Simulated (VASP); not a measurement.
Write the native input for VASP 6.6.1 that does the following.

| Property | Result |
| --- | --- |
| Task | single point |
| Functional | LDA |
| Potentials or basis | VASP PAW LDA potentials, release 64 (Rb_sv, Mn_pv, H, Cl, O) |
| Cutoff | 520 eV |
| k mesh | 2 × 1 × 1 |
| Occupations | fermi-dirac, width 0.05 eV |
| Spin | collinear spin, typed start |
| Starting moments | [0.0, 0.0, 3.5, 3.5, 0.0, 0.0, 0.0, 0.0, 0.0, 0.0, 0.0, 0.0, 0.0, 0.0, 0.0, 0.0, 0.0, 0.0, 0.0, 0.0, 0.0, 0.0] μB |
| Dipole correction | no |
| Further INCAR settings | LREAL = Auto; ALGO = Normal; EDIFF = 1e-06; NBANDS = 80 |

The structure of RbMnH4Cl3O2 lies in POSCAR:

```
RbMnH4Cl3O2
1.0
    6.6351890000      0.0000000000      0.0000000000
   -2.7525230000      6.7783680000      0.0000000000
   -2.7180150000     -1.3175380000      8.4641610000
Rb Mn H Cl O
2 2 8 6 4
Direct
    0.2600178304      0.9568320576      0.2392794750
    0.6940547927      0.0221308096      0.7854883668
    1.0580570765      0.3627619666      0.3102256680
   -0.0435266738      0.6320575063      0.6667878836
    0.4887313762      0.6082534797      0.3708932285
    0.5049951997      0.3074657327      0.4943431487
    0.7113022721      0.8155727698      0.4055688449
    0.2448141868      0.2003363760      0.5118286384
    0.7610080333      0.5905222251      0.1537541642
    0.2735776162      0.4432464573      0.7694560630
    0.9573152325      0.5633081226      0.0907827722
    0.3180009922      0.6052668664      0.9023812283
    0.2218401934      0.7263643105      0.5315707015
    0.8073607284      0.2972849690      0.4942604471
    0.8160477629      1.0412137568      0.2183087018
    0.1431779765     -0.0139901279      0.7943374423
    0.2941616117      0.4464637167      0.1594605774
    0.7412012472      0.5177641392      0.8411111273
    0.6497168300      0.6948782897      0.4599038227
    0.3404367516      0.2505754469      0.4432453494
    0.9272584499      0.6021437732      0.1906981684
    0.2090158200      0.5406767608      0.7851811893
```

The cell comes from a database or a generator and needn't be the stable form of this composition.

The input as run:

INCAR

```
  PREC = Accurate
  ENCUT = 520
  EDIFF = 1E-6
  ISMEAR = -1
  SIGMA = 0.05
  LREAL = Auto
  LASPH = True
  NELM = 150
  ALGO = Normal
  ISIF = 2
  LWAVE = False
  LCHARG = True
  ISPIN = 2
  MAGMOM = 0 0 3.5 3.5 0 0 0 0 0 0 0 0 0 0 0 0 0 0 0 0 0 0
  LORBIT = 11
  LMAXMIX = 4
  LELF = True
  LVHAR = True
  NBANDS = 80
```

KPOINTS

```
Automatic mesh
0
Gamma
  2 1 1
```

Potentials or basis: VASP PAW LDA potentials, release 64 (Rb_sv, Mn_pv, H, Cl, O).

Run with:

```sh
$ cat potpaw_LDA.64/Rb_sv/POTCAR potpaw_LDA.64/Mn_pv/POTCAR potpaw_LDA.64/H/POTCAR potpaw_LDA.64/Cl/POTCAR potpaw_LDA.64/O/POTCAR > POTCAR
$ mpirun -np 1 vasp_std > vasp.out
```

It gave:

| Item | Value |
| --- | --- |
| Pressure | -1.3 GPa |
| Largest force | 4.189 eV/Å |
| Band gap on the k mesh | 0.80 eV, direct |
| Net moment | 10.00 μB per cell |
| Site moments | Rb +0.00; Mn +4.34, +4.35; H +0.00, +0.01; Cl +0.06, +0.07, +0.05, +0.04; O +0.02, +0.03 μB |
| Valence electrons inside the program's atomic spheres | Rb 7.32, 7.29; Mn 11.36, 11.37; H 0.60, 0.74, 0.64, 0.68, 0.69, 0.63, 0.59; Cl 5.13, 5.12, 5.11; O 5.08, 5.21, 5.12, 5.14 |

Caveat: the k mesh is coarse (spacing up to 0.94 Å⁻¹), so the values aren't converged; an odd mesh through Γ misses points on the zone boundary, where band edges often lie; forces of over 1 eV/Å show positions far from the minimum, so gaps and moduli don't describe the material at rest.

Wall time 2.8 min on 1 thread of Intel(R) Xeon(R) 6975P-C (Granite Rapids) (shared host), peak memory 0.45 GiB.
